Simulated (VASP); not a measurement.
All values below come from optB86b-vdW, VASP's PBE PAW potentials (set 64) (plane waves; VASP).

The input files of a VASP run:

File POSCAR:
```
Be
1
    1.1382293817    -1.9714709481     0.0000000000
    1.1382293817     1.9714709481     0.0000000000
    0.0000000000     0.0000000000     3.5642553079
Be
2
Direct
  0.3333330000   0.6666670000   0.2500000000
  0.6666670000   0.3333330000   0.7500000000
```

### INCAR
```
SYSTEM = Be
PREC = Accurate
ENCUT = 520
EDIFF = 1E-7
NELM = 100
ALGO = Normal
LREAL = .FALSE.
LASPH = .TRUE.
ISMEAR = 1
SIGMA = 0.1
GGA = MK
PARAM1 = 0.1234
PARAM2 = 1.0
LUSE_VDW = .TRUE.
AGGAC = 0.0
LWAVE = .FALSE.
LCHARG = .FALSE.
ISIF = 4
IBRION = 2
NSW = 30
EDIFFG = -0.01
```

KPOINTS:
```
Automatic mesh
0
Gamma
18 18 10
0 0 0
```

POTCAR, in this order: Be (PBE.64 set). Program: vasp_std.

The resulting files:

OSZICAR:
```
       N       E                     dE             d eps       ncg     rms          rms(c)
DAV:   1    -0.180628780747E+01   -0.18063E+01   -0.18234E+03  2670   0.548E+02
DAV:   2    -0.655509906162E+01   -0.47488E+01   -0.45396E+01  4098   0.637E+01
DAV:   3    -0.658384413133E+01   -0.28745E-01   -0.28746E-01  3444   0.456E+00
DAV:   4    -0.658387499334E+01   -0.30862E-04   -0.30862E-04  4008   0.141E-01
DAV:   5    -0.658387501687E+01   -0.23532E-07   -0.23472E-07  3396   0.165E-03    0.122E+00
DAV:   6    -0.656243836582E+01    0.21437E-01   -0.20769E-03  3210   0.682E-01    0.745E-01
DAV:   7    -0.655420969059E+01    0.82287E-02   -0.27789E-03  3198   0.791E-01    0.290E-02
DAV:   8    -0.655418957708E+01    0.20114E-04   -0.55380E-06  3954   0.393E-02    0.113E-02
DAV:   9    -0.655418949547E+01    0.81611E-07   -0.17756E-06  3060   0.223E-02    0.624E-04
DAV:  10    -0.655418905188E+01    0.44360E-06   -0.12885E-08  2934   0.183E-03    0.182E-04
DAV:  11    -0.655418887263E+01    0.17925E-06   -0.32907E-09  1800   0.774E-04    0.283E-05
DAV:  12    -0.655418887969E+01   -0.70652E-08   -0.26709E-10  1758   0.249E-04
   1 F= -.65541889E+01 E0= -.65541231E+01  d E =-.655419E+01
       N       E                     dE             d eps       ncg     rms          rms(c)
DAV:   1    -0.655497924024E+01   -0.79037E-03   -0.74122E-03  3378   0.572E-01    0.317E-02
DAV:   2    -0.655498129434E+01   -0.20541E-05   -0.32278E-05  3264   0.541E-02    0.200E-02
DAV:   3    -0.655498051366E+01    0.78068E-06   -0.89188E-07  3762   0.121E-02    0.332E-04
DAV:   4    -0.655498051399E+01   -0.32979E-09   -0.32726E-09  2568   0.697E-04
   2 F= -.65549805E+01 E0= -.65549243E+01  d E =-.791634E-03
       N       E                     dE             d eps       ncg     rms          rms(c)
DAV:   1    -0.655499916413E+01   -0.18650E-04   -0.22162E-04  3396   0.988E-02    0.582E-03
DAV:   2    -0.655499917756E+01   -0.13433E-07   -0.97417E-07  3270   0.942E-03
   3 F= -.65549992E+01 E0= -.65549388E+01  d E =-.810298E-03
```

File OUTCAR:
```
------------------------ aborting loop because EDIFF is reached ----------------------------------------
  FORCE on cell =-STRESS in cart. coord.  units (eV):
  Direction    XX          YY          ZZ          XY          YZ          ZX
  --------------------------------------------------------------------------------------
  Total       -0.0125854     -0.0125854     -0.0113794     -0.0000000      0.0000000     -0.0000000
  in kB       -1.2605430     -1.2605428     -1.1397548     -0.0000000      0.0000000     -0.0000000
  external PRESSURE =      -1.2202802 kB  Pullay stress =       0.0000000 kB
  volume of cell :       16.00
      direct lattice vectors                 reciprocal lattice vectors
     1.135136872 -1.966114566  0.000000000     0.440475516 -0.254308680  0.000000000
     1.135136872  1.966114566 -0.000000000     0.440475516  0.254308680 -0.000000000
     0.000000000  0.000000000  3.583702312     0.000000000  0.000000000  0.279041034
 POSITION                                       TOTAL-FORCE (eV/Angst)
 -----------------------------------------------------------------------------------
      1.13514      0.65537      0.89593        -0.000000     -0.000000      0.000000
      1.13514     -0.65537      2.68778         0.000000      0.000000      0.000000
 -----------------------------------------------------------------------------------
    total drift:                               -0.000000     -0.000003      0.000005
  FREE ENERGIE OF THE ION-ELECTRON SYSTEM (eV)
  ---------------------------------------------------
  free  energy   TOTEN  =        -6.5549991776 eV

  energy  without entropy=       -6.5548179481  energy(sigma->0) =       -6.55493877

 reached required accuracy - stopping structural energy minimisation
```
(Selected blocks of OUTCAR.)

File CONTCAR:
```
Be
   1.00000000000000
     1.1351368724775728   -1.9661145664309638    0.0000000000000000
     1.1351368724775728    1.9661145664309638   -0.0000000000000000
     0.0000000000000000    0.0000000000000000    3.5837023124748759
  Be
     2
Direct
     0.3333330000000032    0.6666669999999968    0.2500000000000000
     0.6666669999999968    0.3333330000000032    0.7500000000000000
```

The compound is Be in the hcp structure. This run relaxes it. Symmetry was kept, so distortions that lower it aren't found.
